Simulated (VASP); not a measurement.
Input:

```xyz
2
Lattice="0.0000 2.9304 2.9304 2.9304 0.0000 2.9304 2.9304 2.9304 0.0000" Properties=species:S:1:pos:R:3 pbc="T T T"
Cd     0.0000     0.0000     0.0000
Te     2.9304     2.9304     2.9304
```

The numbers are results of PBEsol GGA, VASP's PBE PAW potentials (set 64) (plane waves; VASP 6.6.1), not measurements. Numerical set-up: 500 eV cut-off, 11×11×11 Γ-centred mesh, first-order Methfessel-Paxton smearing of 0.10 eV, potentials Cd Te.

Unless said otherwise, spin-orbit coupling is left out, though it shifts the bands of the heavy elements here.

Q: Estimate the energy per atom (σ→0), pressure, band gap (on the k-mesh) with the smallest direct gap where there is one.

A: 
```yaml
band gap (on the k-mesh): none (metal, semimetal or under 0.01 eV)
energy per atom (σ→0): -2.597 eV/atom
pressure: 4.98 GPa
```

Only differences to runs with the same potentials and settings are physical.

The structure was generated: CdTe was put into the rock salt type (Fm-3m), which need not be its known phase. It was relaxed first under an external pressure of 5 GPa.
